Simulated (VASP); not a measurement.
These are r2SCAN meta-GGA, VASP's PBE PAW potentials (set 64) (plane waves; VASP) values and carry that method's errors.

The input files of a VASP run:

**KPOINTS_OPT**
```
k-points along high-symmetry lines
10
Line-mode
Reciprocal
  0.000000   0.000000   0.000000 ! GAMMA
  0.500000   0.000000   0.500000 ! X

  0.500000   0.000000   0.500000 ! X
  0.625000   0.250000   0.625000 ! U

  0.375000   0.375000   0.750000 ! K
  0.000000   0.000000   0.000000 ! GAMMA

  0.000000   0.000000   0.000000 ! GAMMA
  0.500000   0.500000   0.500000 ! L

  0.500000   0.500000   0.500000 ! L
  0.500000   0.250000   0.750000 ! W

  0.500000   0.250000   0.750000 ! W
  0.500000   0.000000   0.500000 ! X
```

### INCAR
```
SYSTEM = NaF
PREC = Accurate; ENCUT = 520; LREAL = .FALSE.
LASPH = .TRUE.
EDIFF = 1E-7; NELM = 100; ALGO = Normal
LMIXTAU = .TRUE.
ISMEAR = -5
METAGGA = R2SCAN
ISIF = 2
LWAVE = .FALSE.; LCHARG = .FALSE.; LORBIT = 11
NEDOS = 601
```

File KPOINTS:
```
K-points
0
gamma
  11 11 11
0 0 0
```

File POSCAR:
```
NaF
1
    0.0000000000     2.2859400601     2.2859400601
    2.2859400601     0.0000000000     2.2859400601
    2.2859400601     2.2859400601     0.0000000000
Na F
1 1
Direct
  0.0000000000   0.0000000000   0.0000000000
  0.5000000000   0.5000000000   0.5000000000
```

POTCAR, in this order: Na_pv F (PBE.64 set). Program: vasp_std.

The run wrote:

File OUTCAR:
```
 ion  position               nearest neighbor table
   1  0.000  0.000  0.000-   2 2.29   2 2.29   2 2.29   2 2.29   2 2.29   2 2.29
   2  0.500  0.500  0.500-   1 2.29   1 2.29   1 2.29   1 2.29   1 2.29   1 2.29
  LATTYP: Found a face centered cubic cell.
 ALAT       =     4.5718801202
 Subroutine PRICEL returns:
 Original cell was already a primitive cell.
 Subroutine GETGRP returns: Found 48 space group operations
The static configuration has the point symmetry O_h .
The dynamic configuration has the point symmetry O_h .
 Subroutine INISYM returns: Found 48 space group operations
 Subroutine IBZKPT returns following result:
 Found     56 irreducible k-points:

 Following reciprocal coordinates:
            Coordinates               Weight
  0.000000  0.000000  0.000000      1.000000
  0.090909  0.000000  0.000000      8.000000
  0.181818  0.000000  0.000000      8.000000
  0.272727  0.000000  0.000000      8.000000
  0.363636  0.000000  0.000000      8.000000
  0.454545  0.000000  0.000000      8.000000
  0.090909  0.090909  0.000000      6.000000
  0.181818  0.090909  0.000000     24.000000
  0.272727  0.090909  0.000000     24.000000
  0.363636  0.090909  0.000000     24.000000
  0.454545  0.090909  0.000000     24.000000
 -0.454545  0.090909  0.000000     24.000000
 -0.363636  0.090909  0.000000     24.000000
 -0.272727  0.090909  0.000000     24.000000
 -0.181818  0.090909  0.000000     24.000000
 -0.090909  0.090909  0.000000     12.000000
  0.181818  0.181818  0.000000      6.000000
  0.272727  0.181818  0.000000     24.000000
  0.363636  0.181818  0.000000     24.000000
  0.454545  0.181818  0.000000     24.000000
 -0.454545  0.181818  0.000000     24.000000
 -0.363636  0.181818  0.000000     24.000000
 -0.272727  0.181818  0.000000     24.000000
 -0.181818  0.181818  0.000000     12.000000
  0.272727  0.272727  0.000000      6.000000
  0.363636  0.272727  0.000000     24.000000
  0.454545  0.272727  0.000000     24.000000
 -0.454545  0.272727  0.000000     24.000000
 -0.363636  0.272727  0.000000     24.000000
 -0.272727  0.272727  0.000000     12.000000
  0.363636  0.363636  0.000000      6.000000
  0.454545  0.363636  0.000000     24.000000
 -0.454545  0.363636  0.000000     24.000000
 -0.363636  0.363636  0.000000     12.000000
  0.454545  0.454545  0.000000      6.000000
 -0.454545  0.454545  0.000000     12.000000
  0.272727  0.181818  0.090909     24.000000
  0.363636  0.181818  0.090909     48.000000
  0.454545  0.181818  0.090909     48.000000
 -0.454545  0.181818  0.090909     48.000000
   k-points           NKPTS =     56   k-points in BZ     NKDIM =     56   number of bands    NBANDS=     11
   number of dos      NEDOS =    601   number of ions     NIONS =      2
   total plane-waves  NPLWV =  13824
   dimension x,y,z NGX =    24 NGY =   24 NGZ =   24
   dimension x,y,z NGXF=    48 NGYF=   48 NGZF=   48
   ions per type =               1   1
   PREC   = accura    normal or accurate (medium, high low for compatibility)
   ISTART =      0    job   : 0-new  1-cont  2-samecut
   ICHARG =      2    charge: 1-file 2-atom 10-const
   ISPIN  =      1    spin polarized calculation?
   LNONCOLLINEAR =      F non collinear calculations
   LSORBIT =      F    spin-orbit coupling
   INIWAV =      1    electr: 0-lowe 1-rand  2-diag
   ENCUT  =  520.0 eV  38.22 Ry    6.18 a.u.   6.01  6.01  6.01*2*pi/ulx,y,z
   NELM   =    100;   NELMIN=  2; NELMDL= -5     # of ELM steps
   EDIFF  = 0.1E-06   stopping-criterion for ELM
   LREAL  =      F    real-space projection
   NLSPLINE    = F    spline interpolate recip. space projectors
   LMAXMIX     =    2 max onsite mixed and CHGCAR
...
```

### OSZICAR
```
       N       E                     dE             d eps       ncg     rms          rms(c)
DAV:   1     0.110984458139E+03    0.11098E+03   -0.84190E+03  1256   0.159E+03
DAV:   2    -0.949459707340E+01   -0.12048E+03   -0.11390E+03  1306   0.390E+02
DAV:   3    -0.160265498256E+02   -0.65320E+01   -0.65138E+01  1448   0.916E+01
DAV:   4    -0.160926188018E+02   -0.66069E-01   -0.66059E-01  1382   0.995E+00
DAV:   5    -0.160934075826E+02   -0.78878E-03   -0.78876E-03  1406   0.111E+00    0.481E+00
DAV:   6    -0.127104806294E+02    0.33829E+01   -0.15061E+00  1633   0.179E+01    0.159E+00
DAV:   7    -0.126358508509E+02    0.74630E-01   -0.99542E-01  1238   0.137E+01    0.169E+00
DAV:   8    -0.129146236840E+02   -0.27877E+00   -0.39745E-01  1232   0.967E+00    0.627E-01
DAV:   9    -0.123327235371E+02    0.58190E+00   -0.16985E-01  1232   0.488E+00    0.881E-01
DAV:  10    -0.126177330255E+02   -0.28501E+00   -0.26094E-01  1232   0.609E+00    0.284E-01
DAV:  11    -0.126174479824E+02    0.28504E-03   -0.60678E-03  1427   0.928E-01    0.329E-01
DAV:  12    -0.126018415335E+02    0.15606E-01   -0.80369E-03  1235   0.160E+00    0.104E-01
DAV:  13    -0.126033144558E+02   -0.14729E-02   -0.13079E-03  1328   0.483E-01    0.209E-02
DAV:  14    -0.126037104252E+02   -0.39597E-03   -0.13090E-04  1244   0.177E-01    0.243E-02
DAV:  15    -0.126036273084E+02    0.83117E-04   -0.15064E-04  1250   0.154E-01    0.795E-03
DAV:  16    -0.126037194973E+02   -0.92189E-04   -0.57620E-05  1247   0.109E-01    0.587E-03
DAV:  17    -0.126037173464E+02    0.21510E-05   -0.28835E-06  1478   0.257E-02    0.118E-03
DAV:  18    -0.126037127625E+02    0.45839E-05   -0.80622E-07  1247   0.122E-02    0.155E-03
DAV:  19    -0.126037121161E+02    0.64638E-06   -0.87016E-07  1256   0.150E-02    0.500E-04
DAV:  20    -0.126037116948E+02    0.42135E-06   -0.30458E-08   775   0.238E-03    0.291E-04
DAV:  21    -0.126037118144E+02   -0.11966E-06   -0.47576E-09   661   0.106E-03    0.164E-04
DAV:  22    -0.126037118240E+02   -0.95515E-08   -0.13543E-09   640   0.483E-04
   1 F= -.12603712E+02 E0= -.12603712E+02  d E =0.000000E+00
       N       E                     dE             ncg
       N       E                     dE             ncg
```

**OUTCAR**
```
------------------------ aborting loop because EDIFF is reached ----------------------------------------
  FORCE on cell =-STRESS in cart. coord.  units (eV):
  Direction    XX          YY          ZZ          XY          YZ          ZX
  --------------------------------------------------------------------------------------
  Total       -0.0076101     -0.0076101     -0.0076101      0.0000000     -0.0000000      0.0000000
  in kB       -0.5103626     -0.5103626     -0.5103626      0.0000000     -0.0000000      0.0000000
  external PRESSURE =      -0.5103626 kB  Pullay stress =       0.0000000 kB
  volume of cell :       23.89
      direct lattice vectors                 reciprocal lattice vectors
     0.000000000  2.285940060  2.285940060    -0.218728395  0.218728395  0.218728395
     2.285940060  0.000000000  2.285940060     0.218728395 -0.218728395  0.218728395
     2.285940060  2.285940060  0.000000000     0.218728395  0.218728395 -0.218728395
  FREE ENERGIE OF THE ION-ELECTRON SYSTEM (eV)
  ---------------------------------------------------
  free  energy   TOTEN  =       -12.6037118240 eV

  energy  without entropy=      -12.6037118240  energy(sigma->0) =      -12.60371182

 total charge

# of ion       s       p       d       tot
------------------------------------------
    1        0.047   5.997   0.000   6.044
    2        1.732   4.411   0.000   6.143
--------------------------------------------------
tot          1.779  10.409   0.000  12.187
```
(Selected blocks of OUTCAR.)

**OUTCAR**
```
 val. band max:       -2.5495145785   @ k =   0.0000   0.0000   0.0000

 cond. band min:       4.8581710052   @ k =   0.0000   0.0000   0.0000


 Fermi energy:        -2.5419450338

 k-point     1 :       0.0000    0.0000    0.0000
  band No.  band energies     occupation
      1     -22.9147      2.00000
      2     -21.9275      2.00000
      3     -21.9271      2.00000
      4     -21.9271      2.00000
      5      -2.5496      2.00000
      6      -2.5495      2.00000
      7      -2.5495      2.00000
      8       4.8582      0.00000
      9      17.5284      0.00000
     10      17.5284      0.00000
     11      17.5284      0.00000

 k-point     2 :       0.0909    0.0000    0.0000
  band No.  band energies     occupation
      1     -22.9578      2.00000
      2     -21.9284      2.00000
      3     -21.9281      2.00000
      4     -21.8721      2.00000
      5      -2.7140      2.00000
      6      -2.5729      2.00000
      7      -2.5728      2.00000
      8       5.1611      0.00000
      9      16.3602      0.00000
     10      17.6834      0.00000
     11      17.6834      0.00000

 k-point     3 :       0.1818    0.0000    0.0000
  band No.  band energies     occupation
      1     -23.0572      2.00000
      2     -21.9310      2.00000
      3     -21.9307      2.00000
      4     -21.7418      2.00000
      5      -3.1146      2.00000
      6      -2.6349      2.00000
      7      -2.6348      2.00000
      8       5.9653      0.00000
      9      14.7379      0.00000
     10      18.1048      0.00000
     11      18.1049      0.00000

 k-point     4 :       0.2727    0.0000    0.0000
  band No.  band energies     occupation
      1     -23.1627      2.00000
      2     -21.9344      2.00000
      3     -21.9340      2.00000
      4     -21.5948      2.00000
      5      -3.5749      2.00000
      6      -2.7150      2.00000
      7      -2.7150      2.00000
      8       7.0568      0.00000
      9      13.3578      0.00000
...
```

The compound is NaF in the rock salt structure. It was relaxed first.
